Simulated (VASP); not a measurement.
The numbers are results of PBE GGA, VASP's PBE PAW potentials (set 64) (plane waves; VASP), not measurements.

Input for VASP

KPOINTS:
```
Automatic
0
Gamma
  8 8 5
```

POSCAR:
```
Be3As2
1
    3.6783430000     0.0000000000     0.0000000000
   -1.8391720000     3.1855390000     0.0000000000
    0.0000000000     0.0000000000     5.7314160000
As Be
2 3
Direct
  0.3333330000   0.6666670000   0.2467000000
  0.6666670000   0.3333330000   0.7533000000
  0.0000000000   0.0000000000   0.0000000000
  0.3333330000   0.6666670000   0.6470000000
  0.6666670000   0.3333330000   0.3530000000
```

### INCAR
```
! general
SYSTEM   = Be3As2
PREC     = Accurate
ENCUT    = 300
LREAL    = .FALSE.
LASPH    = .TRUE.

! electronic loop
EDIFF    = 1E-8
NELM     = 100
ALGO     = Normal
LMAXMIX  = 4

! smearing
ISMEAR   = -1
SIGMA    = 0.1

! functional
GGA      = PE

! ions
IBRION   = 8
NSW      = 1
ISIF     = 2

! output
LWAVE    = .FALSE.
LCHARG   = .FALSE.

! other
LEPSILON = .TRUE.
```

POTCAR, in this order: As Be (PBE.64 set). Program: vasp_std.

At this cut-off the stress carries a Pulay error, which pulls relaxed volumes low.

Question: Predict the energy per atom (σ→0), pressure, largest force, band gap (on the k-mesh).

Answer: 
```yaml
energy per atom (σ→0): -387.1 kJ/mol of atoms
band gap (on the k-mesh): none (metal, semimetal or under 0.01 eV)
pressure: 47.6 kbar
largest_force: 0.667 eV/Å
```

### OSZICAR
```
...
RMM:   5    -0.104083362344E-01   -0.19575E-04   -0.41780E-06  1669   0.119E-02    0.203E-03
RMM:   6    -0.104071039140E-01    0.12323E-05   -0.19709E-07  1639   0.332E-03    0.547E-04
RMM:   7    -0.104057221095E-01    0.13818E-05    0.38312E-08  1678   0.107E-03    0.182E-04
RMM:   8    -0.104055153912E-01    0.20672E-06    0.32418E-08  1683   0.365E-04    0.322E-05
RMM:   9    -0.104054536974E-01    0.61694E-07    0.44699E-08  1713   0.788E-05    0.152E-05
RMM:  10    -0.104054721847E-01   -0.18487E-07    0.47790E-08  1723   0.383E-05    0.496E-06
RMM:  11    -0.104054772623E-01   -0.50775E-08    0.44115E-08  1726   0.143E-05    0.174E-06
 Linear response finished
```

The structure was generated: Be3As2 was put into an ordered model structure, which need not be its known phase. The cell was not relaxed at this level. The run is one of a series of settings (EDIFF = 1E-8, IBRION = 8, LEPSILON = .TRUE., NSW = 1 against the base run), some of them coarse on purpose.
